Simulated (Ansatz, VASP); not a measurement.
**Zn (Zinc): VASP beside Ansatz**

One calculation is typed for both programs; each brings its own data sets. How far apart do they land? The cell is taken from a series of runs on this material, whose earlier steps may have relaxed, scaled, displaced or heated it; both programs get it as it stands.

Program: Ansatz 0.2.0. Level of theory: plane waves, with VASP 6.6.1 beside it; zone-centre phonons at PBEsol. Results are calculated unless marked as measured.

**1. Starting point**

It takes space group P6_3/mmc (No. 194, hexagonal). Conventional cell: a = 2.605 Å, b = 2.605 Å, c = 5.047 Å, α = 90.00°, β = 90.00°, γ = 120.00°. Zn has 6 Zn at 2.60 Å nearest.

**2. Ansatz: zone-centre phonons, PBEsol**

Ansatz runs on its PAW soft_1 files.

Second derivatives magnify differences that forces hide, and they need a tight electronic threshold.

Input file input.yaml:

```yaml
crystal:
  lattice:
    - [2.6046853803, 0.0, 0.0]
    - [-1.3023426901, 2.2557237082, 0.0]
    - [0.0, 0.0, 5.0471855389]
  atoms:
    - { symbol: Zn, position: [0.3333333333, 0.6666666667, 0.25] }
    - { symbol: Zn, position: [0.6666666667, 0.3333333333, 0.75] }
kpoints:
  mp_grid: { grid: [18, 18, 8] }
hamiltonian:
  xc: pbesol
  pseudopotentials: { kind: paw, azcp: { folder: soft_1 }, xc_functional: pbe }
scf:
  occupations: { method: methfessel_paxton, width: 0.2 }
output:
  eigenvalues: true
phonons:
  method: dfpt
```

Launch:

```sh
$ ansatz run input.yaml --threads 4 --pin off --max-ram 10240MiB --backend cpu --events-out ev --progress --plain --runs-dir out
```

Numbers of over 12 decimals in the logs are rounded to 6 here.

The program printed:

```text
zone centre: on kpoints.mp_grid the ground state, and the responses unless they are solved on pairs of k-points, stand on 455 of the mesh's 2592 k-points, reduced under 4 symmetry operations, with k and −k counted as one. Each operation leaves every solved displacement unchanged or reverses it
Engine: ansatz 0.2.0, x86_64-unknown-linux-gnu
Pseudopotentials: kind: paw
Pseudopotential: Zn, paw, valence charge 12, recommended cutoff 420 eV (normal), soft_1/Zn.paw.azcp
Functional definition: PBEsol
  exchange = pbesol_x
  correlation = pbesol_c
Crystal: 2 atoms, lattice volume = 29.654 Å³
Basis set: ecut = 420 eV, 623 PW (Γ), exchange–correlation on 36×36×72 points (8 copies of the dense FFT grid, shifted against one another)
Bands: 16, of which v1, the nominal top of the filled ones, is band 12 counted from 1 (11 counted from 0)
Symmetry: 24 space group operations
k-points: 455 of 2592 (irreducible under 4 space group operations, time reversal used)
Non-local potential: Zn, projectors of the file, l = 0: 2, l = 1: 2, l = 2: 3, l = 3: 1
PAW form: soft (Blöchl's): semilocal exchange-correlation on the pseudo side does not see the compensation charge
PAW frozen core: Zn, regenerated for the run's functional, and the local potential with it (the file was generated under x = pbe(κ = 0.804, μ = 0.219515), c = pbe(β = 0.066725))
PAW one-centre angular grid: Zn, 590 points (default); XC on 64 Gauss nodes
Initial density: superposition of atomic densities (chi_scale 0.1, normalization cell)
Initial wavefunctions: pseudopotential atomic-orbital guess
Functional: x = pbesol(κ = 0.804, μ = 0.123457), c = pbesol(β = 0.046)
SCF iter   1: F=—  HF=-6562.093295 eV  |F-HF|=—  |Δ(HF+E_count)|=         —  Δρ=6.54e-2  dr2=9.61e-1  ethr=3.10e-3  ⟨swp⟩=5.8  Hψ=42795  notcnv=0
preconditioner: auto → none  [metal: Δε(μ)=0.053 eV  Ē_g=12.527 eV  σ=0.200 eV  W_gap=0.22  n_scr=4 (ndim 8)  ℏωp=33.4 eV  f_vac=0.000  D(μ)=0.33/eV (n_scr^D=2)  sad-step TF]
SCF iter   2: F=—  HF=-6561.857593 eV  |F-HF|=—  |Δ(HF+E_count)|=   2.36e-1  S|Δr|=    0.00e0  Δρ=2.39e-2  dr2=8.28e-2  ethr=3.10e-3  ⟨swp⟩=2.0  Hψ=17982  notcnv=0  defer=6
SCF iter   3: F=—  HF=-6561.807468 eV  |F-HF|=—  |Δ(HF+E_count)|=   5.01e-2  S|Δr|=    0.00e0  Δρ=1.06e-2  dr2=2.43e-2  ethr=3.45e-4  ⟨swp⟩=2.0  Hψ=16540  notcnv=0  defer=6
SCF iter   4: F=—  HF=-6561.805017 eV  |F-HF|=—  |Δ(HF+E_count)|=   2.45e-3  S|Δr|=    0.00e0  Δρ=4.99e-3  dr2=2.21e-3  ethr=1.01e-4  ⟨swp⟩=2.2  Hψ=11716  notcnv=0  defer=6
SCF iter   5: F=—  HF=-6561.805901 eV  |F-HF|=—  |Δ(HF+E_count)|=   8.84e-4  S|Δr|=    0.00e0  Δρ=6.02e-4  dr2=3.44e-5  ethr=9.22e-6  ⟨swp⟩=2.0  Hψ=12641  notcnv=0  defer=6
SCF iter   6: F=—  HF=-6561.805911 eV  |F-HF|=—  |Δ(HF+E_count)|=   9.65e-6  S|Δr|=    0.00e0  Δρ=6.60e-5  dr2=4.53e-7  ethr=1.43e-7  ⟨swp⟩=2.0  Hψ=12683  notcnv=0  defer=6
SCF iter   7: F=—  HF=-6561.805911 eV  |F-HF|=—  |Δ(HF+E_count)|=   5.21e-7  S|Δr|=    0.00e0  Δρ=3.04e-6  dr2=1.13e-9  ethr=1.89e-9  ⟨swp⟩=2.0  Hψ=12432  notcnv=0  defer=6
SCF iter   8: F=-6561.805911 eV  HF=-6561.805911 eV  |F-HF|=9.09e-13  |Δ(HF+E_count)|=  2.54e-10  S|Δr|=    0.00e0  Δρ=1.50e-7  dr2=2.15e-12  ethr=1.00e-12  ⟨swp⟩=5.4  Hψ=43611  notcnv=0
SCF 1 converged in 8 iterations: F = -6561.805911 eV  dr2 = 2.15e-12
  greatest PAW one-centre occupation: 0.981 electrons in one spin orbital (limit 2), on the Zn atom at site 1 (counted from 0), in its partial waves of l = 2
DFPT response loops at Γ: preconditioner auto → Kerker (q_TF=auto, 2.634 Å⁻¹) (partly filled bands, converged f_vac=0.000); β = 1.00, the filter's whole step (`scf.mixing.beta` (0.50) is not read by the response loops under this deck's `scf.mixing.preconditioner`; to damp them name `kerker` or `kerker_dos`, under which they read `scf.mixing.beta`, and type it under 1.00, their step now; both keys bind the ground state too); Broyden in place of MSR1
SCF converged after 8 iterations
Stability not checked: this state was not tested for a lower state beside it, because cold or Methfessel-Paxton smearing, or corrected tetrahedra, fill the levels in a way that the test cannot read (fill_not_monotonic; see scf.lower_state_search)
Free energy (F): -6561.805911 eV
Harris-Foulkes:  -6561.805911 eV  (|F-HF|=9.09e-13)
Internal energy: -6561.806052 eV  (E = F + TS)
E sigma→0 (E₀):  -6561.805947 eV
Entropy (-TS):   0.000141 eV (0.070 meV/atom)
Fermi energy:    11.186762 eV
--- Per-component energies (eV) ---
  E_band       = 99.389348
  E_kinetic    = 295.866874
  E_local      = -3497.700925  (includes V_loc(G=0)·N_el)
  E_nonlocal   = 1635.242702
  E_hartree    = 1301.055665
  E_xc         = -156.498206
  E_vxc        = -104.002160  (∫ρ·V_xc dr)
  E_paw        = -3715.586273  (= ΣΔE_a)
  E_vpaw       = -832.127920  (= ΣTr[D̂ρ^β])
  E_aug_tail   = -0.000532  (compensation charges beyond the density's cutoff)
  E_ewald      = -2425.780068
  E_core_change = 1.594712  (= ΣΔE_core)
  E_smearing   = 0.000141  (= −TS)
  E_closure    = -0.000000  (closes the sum)
  Σ components = -6561.805911   (vs F -6561.805911, Δ=0.00e0)
--- Band table (eV; the first three rows and the last of 455) ---
  k-point 0: bands = [... 8 lower, 3.9295, 4.1066, 4.1066, 7.2317, 7.7094, 23.5234, 27.3568, 29.7548]
  k-point 1: bands = [... 8 lower, 3.9382, 4.1014, 4.1014, 6.0295, 9.1160, 22.0803, 28.9045, 29.8451]
  k-point 2: bands = [... 8 lower, 3.9617, 4.0860, 4.0860, 4.8551, 10.9191, 19.7147, 30.1089, 30.1089]
  k-point 454: bands = [... 8 lower, 4.1493, 4.1493, 8.5074, 8.5074, 15.4124, 15.4124, 17.0239, 17.0239]
--- Phonons (Γ-DFPT): 2 representative perturbations + reference, on 455 of 2592 k-points (Σ response iterations 7) ---
  k mesh reduced under 4 symmetry operations, with k and −k counted as one. Each operation leaves every solved displacement unchanged or reverses it
  ASR residual: 6.757e-6 → 0.000e0 eV/Å²; symmetrization residual: 1.745e-10 eV/Å²
  ASR residual per site (eV/Å²): 6.76e-6 6.76e-6
  Γ frequencies (cm⁻¹): 0.00 0.00 0.00 65.87 65.87 115.29
  non-analytic LO–TO correction: not included (Born effective charges unavailable; polar crystals: no LO–TO splitting at Γ)
```

**3. VASP: zone-centre phonons, PBEsol**

The same cell, functional, mesh and smearing now go to VASP, with its own data sets.

Lines of VASP's logs that name or quote its potential files are left out, and so is its time.

Input file INCAR:

```
SYSTEM = Zn
PREC = Accurate
ENCUT = 500
EDIFF = 1E-08
NELM = 120
ISMEAR = 1
SIGMA = 0.2
LREAL = .FALSE.
ALGO = Normal
GGA = PS
NBANDS = 18
LORBIT = 11
LWAVE = .FALSE.
LCHARG = .FALSE.
ISIF = 2
IBRION = 8
LASPH = .TRUE.
GGA_COMPAT = .FALSE.
KPAR = 2
```

Input file POSCAR:

```
Zn
1.0
    2.6046853803      0.0000000000      0.0000000000
   -1.3023426901      2.2557237082      0.0000000000
    0.0000000000      0.0000000000      5.0471855389
Zn
2
Direct
    0.3333333333      0.6666666667      0.2500000000
    0.6666666667      0.3333333333      0.7500000000
```

Input file KPOINTS:

```
Automatic mesh
0
Gamma
18 18 8
0 0 0
```

The projector-augmented-wave data sets are Zn (PBE family, release 64).

Launch:

```sh
$ mpirun -np 2 vasp_std
```

The program printed:

```text
[banner, memory and clock lines left out]
running    2 mpi-ranks, on    1 nodes
 distrk:  each k-point on    1 cores,    2 groups
 distr:  one band on    1 cores,    1 groups

 POSCAR found type information on POSCAR Zn
 POSCAR found :  1 types and       2 ions
|                                                                             |
|               ----> ADVICE to this user running VASP <----                  |
|                                                                             |
|     You enforced a specific xc type in the INCAR file but a different       |
|     [... a line on the potential file left out ...]
|     I HOPE YOU KNOW WHAT YOU ARE DOING!                                     |
|                                                                             |

 LDA part: xc-table for (Slater+PW92), standard interpolation
 POSCAR, INCAR and KPOINTS ok, starting setup
 FFT: planning ... GRIDC
 FFT: planning ... GRID_SOFT
 FFT: planning ... GRID
 WAVECAR not read
 entering main loop
       N       E                     dE             d eps       ncg     rms          rms(c)
DAV:   1     0.104412951785E+03    0.10441E+03   -0.12201E+04  6900   0.207E+03
DAV:   2     0.581396455639E+00   -0.10383E+03   -0.10080E+03  6718   0.292E+02
DAV:   3    -0.345517692057E+01   -0.40366E+01   -0.40238E+01  7560   0.661E+01
DAV:   4    -0.347591057833E+01   -0.20734E-01   -0.20728E-01  7378   0.483E+00
DAV:   5    -0.347593786579E+01   -0.27287E-04   -0.27287E-04  7246   0.156E-01    0.444E+00
DAV:   6    -0.318503391334E+01    0.29090E+00   -0.12633E+00  7178   0.243E+01    0.316E+00
DAV:   7    -0.317086519575E+01    0.14169E-01   -0.44375E-02  8556   0.373E+00    0.165E+00
DAV:   8    -0.316375575815E+01    0.71094E-02   -0.23207E-03  8854   0.715E-01    0.564E-02
DAV:   9    -0.316371815418E+01    0.37604E-04   -0.28029E-04  8918   0.231E-01    0.340E-02
DAV:  10    -0.316372260000E+01   -0.44458E-05   -0.23060E-05  6944   0.443E-02    0.286E-03
DAV:  11    -0.316372244333E+01    0.15668E-06   -0.59574E-07  7526   0.123E-02    0.221E-03
DAV:  12    -0.316372218640E+01    0.25692E-06   -0.15362E-08  5916   0.192E-03    0.435E-04
DAV:  13    -0.316372218782E+01   -0.14129E-08   -0.11141E-08  3732   0.205E-03
   1 F= -.31637222E+01 E0= -.31637646E+01  d E =0.127197E-03
 Linear response reoptimize wavefunctions to high precision
DAV:   1    -0.316372218805E+01   -0.23601E-09   -0.17011E-09  5024   0.351E-04
DAV:   2    -0.316372218806E+01   -0.72760E-11   -0.65829E-11  3592   0.875E-05
 Linear response DOF=           2
 Linear response progress:
  Degree of freedom:   1/  2
       N       E                     dE             d eps       ncg     rms          rms(c)
RMM:   1    -0.200260965425E+00   -0.20026E+00   -0.82688E-03 40232   0.175E+00
RMM:   2    -0.200131602840E+00    0.12936E-03   -0.62250E-04 44330   0.249E-01    0.516E-02
RMM:   3    -0.199673294887E+00    0.45831E-03   -0.37492E-05 52269   0.486E-02    0.293E-02
RMM:   4    -0.199183689425E+00    0.48961E-03   -0.37984E-05 51061   0.480E-02    0.239E-03
RMM:   5    -0.199189846826E+00   -0.61574E-05   -0.39077E-07 53767   0.418E-03    0.127E-03
RMM:   6    -0.199183325788E+00    0.65210E-05   -0.31092E-08 53580   0.126E-03    0.150E-04
RMM:   7    -0.199184344617E+00   -0.10188E-05   -0.24682E-09 54029   0.340E-04    0.355E-05
RMM:   8    -0.199183727749E+00    0.61687E-06   -0.13820E-10 54462   0.949E-05    0.609E-06
RMM:   9    -0.199183614669E+00    0.11308E-06    0.12049E-10 54150   0.464E-05    0.145E-06
RMM:  10    -0.199183641262E+00   -0.26593E-07   -0.15066E-09 43851   0.302E-05    0.293E-07
RMM:  11    -0.199183646199E+00   -0.49370E-08    0.17753E-10 32035   0.267E-05    0.138E-07
 first order change of Fermi-energy  -0.11902E-04
 force on displaced ion       1 direction 1 :  -0.561   0.000   0.000
 Linear response progress:
  Degree of freedom:   2/  2
       N       E                     dE             d eps       ncg     rms          rms(c)
RMM:   1    -0.224976813508E+00   -0.22498E+00   -0.99294E-03 13389   0.198E+00
RMM:   2    -0.222594035390E+00    0.23828E-02   -0.12480E-03 13540   0.449E-01    0.470E-02
RMM:   3    -0.222536253260E+00    0.57782E-04   -0.71054E-05 16904   0.691E-02    0.273E-02
RMM:   4    -0.222438806102E+00    0.97447E-04   -0.46598E-05 17061   0.292E-02    0.527E-03
RMM:   5    -0.222417903462E+00    0.20903E-04   -0.15929E-05 17334   0.673E-03    0.130E-03
RMM:   6    -0.222414754927E+00    0.31485E-05   -0.34660E-06 17372   0.167E-03    0.299E-04
RMM:   7    -0.222414553903E+00    0.20102E-06    0.13000E-07 16754   0.557E-04    0.837E-05
RMM:   8    -0.222414053846E+00    0.50006E-06   -0.48076E-08 16679   0.184E-04    0.380E-05
RMM:   9    -0.222413287207E+00    0.76664E-06    0.38076E-09 17559   0.878E-05    0.354E-06
RMM:  10    -0.222413316264E+00   -0.29056E-07   -0.16393E-08 16603   0.406E-05    0.140E-06
RMM:  11    -0.222413312487E+00    0.37771E-08   -0.35796E-09 14019   0.313E-05    0.408E-07
 first order change of Fermi-energy   0.37910E-04
 force on displaced ion       1 direction 3 :  -0.000  -0.000  -1.710
 Linear response finished
```

Parts of OUTCAR (step 3):

```text
ion  position               nearest neighbor table
   1  0.333  0.667  0.250-   2 2.94   2 2.94   2 2.94   2 2.94   2 2.94   2 2.94
   2  0.667  0.333  0.750-   1 2.94   1 2.94   1 2.94   1 2.94   1 2.94   1 2.94

  LATTYP: Found a hexagonal cell.
 ALAT       =     2.6046853803
 C/A-ratio  =     1.9377332775

 Subroutine GETGRP returns: Found 24 space group operations
 (whereof 12 operations were pure point group operations)

The static configuration has the point symmetry D_3d.
 The point group associated with its full space group is D_6h.

 Found    185 irreducible k-points:

   k-points           NKPTS =    185   k-points in BZ     NKDIM =    185   number of bands    NBANDS=     18

   dimension x,y,z NGX =    20 NGY =   20 NGZ =   40
   dimension x,y,z NGXF=    40 NGYF=   40 NGZF=   80

   ENCUT  =  500.0 eV  36.75 Ry    6.06 a.u.   4.75  4.75  9.20*2*pi/ulx,y,z

   NELECT =      24.0000    total number of electrons

 k-points in reciprocal lattice and weights: Automatic mesh
   0.00000000  0.00000000  0.00000000       0.000
   0.05555556 -0.00000000  0.00000000       0.002
   0.11111111 -0.00000000  0.00000000       0.002
   0.16666667  0.00000000  0.00000000       0.002
   0.22222222  0.00000000  0.00000000       0.002
   0.27777778  0.00000000  0.00000000       0.002
   0.33333333  0.00000000  0.00000000       0.002
   0.38888889  0.00000000  0.00000000       0.002
   0.44444444  0.00000000  0.00000000       0.002
[...]
0.33333333  0.27777778  0.50000000       0.005
   0.33333333  0.33333333  0.50000000       0.001

 average (electrostatic) potential at core
       1 -36.6468       2 -36.6468

  Total       -0.3889662     -0.3889662     -0.4513285     -0.0000000     -0.0000000      0.0000000
  in kB      -21.0151248    -21.0151248    -24.3844458     -0.0000000     -0.0000000      0.0000000
  external PRESSURE =     -22.1382318 kB  Pullay stress =       0.0000000 kB

  energy-cutoff  :      500.00
  volume of cell :       29.65
      direct lattice vectors                 reciprocal lattice vectors
     2.604685380  0.000000000  0.000000000     0.383923528  0.221658352  0.000000000
    -1.302342690  2.255723708  0.000000000     0.000000000  0.443316704  0.000000000
     0.000000000  0.000000000  5.047185539     0.000000000  0.000000000  0.198130224

 POSITION                                       TOTAL-FORCE (eV/Angst)
 -----------------------------------------------------------------------------------
     -0.00000      1.50382      1.26180        -0.000000     -0.000000      0.000000
      1.30234      0.75191      3.78539         0.000000      0.000000      0.000000
 -----------------------------------------------------------------------------------
    total drift:                               -0.000000      0.000000      0.000000

 Eigenvectors and eigenvalues of the dynamical matrix
 ----------------------------------------------------

   1 f  =    3.575778 THz    22.467278 2PiTHz  119.275129 cm-1    14.788225 meV
             X         Y         Z           dx          dy          dz
     -0.000000  1.503816  1.261796     0.000000    0.000000    0.707107
      1.302343  0.751908  3.785389     0.000000   -0.000000   -0.707107

   2 f  =    2.048613 THz    12.871816 2PiTHz   68.334378 cm-1     8.472379 meV
             X         Y         Z           dx          dy          dz
     -0.000000  1.503816  1.261796    -0.527706   -0.470666   -0.000000
      1.302343  0.751908  3.785389     0.527706    0.470666   -0.000000

   3 f  =    2.048613 THz    12.871816 2PiTHz   68.334378 cm-1     8.472379 meV
             X         Y         Z           dx          dy          dz
     -0.000000  1.503816  1.261796    -0.470666    0.527706    0.000000
      1.302343  0.751908  3.785389     0.470666   -0.527706    0.000000

   4 f  =    0.000000 THz     0.000000 2PiTHz    0.000001 cm-1     0.000000 meV
             X         Y         Z           dx          dy          dz
     -0.000000  1.503816  1.261796     0.588938   -0.390235    0.029484
      1.302343  0.751908  3.785389     0.588938   -0.390235    0.029484

   5 f/i=    0.000000 THz     0.000000 2PiTHz    0.000000 cm-1     0.000000 meV
             X         Y         Z           dx          dy          dz
     -0.000000  1.503816  1.261796     0.390825    0.583731   -0.080707
      1.302343  0.751908  3.785389     0.390825    0.583731   -0.080707

   6 f/i=    0.000000 THz     0.000000 2PiTHz    0.000001 cm-1     0.000000 meV
             X         Y         Z           dx          dy          dz
     -0.000000  1.503816  1.261796     0.020201    0.083515    0.701867
      1.302343  0.751908  3.785389     0.020201    0.083515    0.701867

 ELASTIC MODULI CONTR FROM IONIC RELAXATION (kBar)
 Direction    XX          YY          ZZ          XY          YZ          ZX
 --------------------------------------------------------------------------------
 XX          -1.5150      1.5150     -0.0000     -0.0000     -0.0000      0.0000
 YY           1.5150     -1.5150      0.0000     -0.0000      0.0000      0.0000
 ZZ          -0.0000      0.0000     -0.0000     -0.0000      0.0000      0.0000
 XY          -0.0000     -0.0000     -0.0000     -1.5150     -0.0000      0.0000
 YZ          -0.0000      0.0000      0.0000     -0.0000     -0.0000      0.0000
 ZX           0.0000      0.0000      0.0000      0.0000      0.0000      0.0000
 --------------------------------------------------------------------------------
```

**4. Comparison**

Known differences besides the potentials themselves: the cutoff is 420 eV in Ansatz and 500 eV in VASP; Ansatz makes its cores anew for this functional, VASP keeps those of its PBE data sets. Total energies have different zeros and are not compared.

Both answers:

```tsv
quantity	Ansatz	VASP	difference
optical mode 1 to 2 (cm⁻¹)	65.9	68.3	-3.61 %
optical mode 3 (cm⁻¹)	115.3	119.3	-3.34 %
```

Modes are paired by rising frequency, not by their patterns, so a pair may set unlike modes beside each other; they are those without the splitting of longitudinal modes.

**5. Results**

| Quantity | Value |
| --- | --- |
| r.m.s. difference of the optical zone-centre modes, each program's sorted by frequency (zone-centre phonons, PBEsol) | 3.1 cm⁻¹ |
| difference in optical mode 1 to 2 (zone-centre phonons, PBEsol) | -3.6 % |

In words: The r.m.s. difference of the optical zone-centre modes, each program's sorted by frequency is 3.1 cm⁻¹ (zone-centre phonons, PBEsol). Among the rows given in per cent, the largest difference of the zone-centre phonons, PBEsol pair is in optical mode 1 to 2, -3.6 %. How closely two codes agree says nothing of how well the functional describes the real material.

[Lines on the potential files, build, host, timing and source positions are cut from VASP's logs without a mark.]

[Logs are printed without paths, hosts, clocks, repeated set-up lines and the standing remarks that a program may print on its own settings, such as how far it seeks lower states.]

[Hosts, paths, dates, database ids (printed as entryN), source tags and the programs' standing remarks are cut or masked in the printed files.]
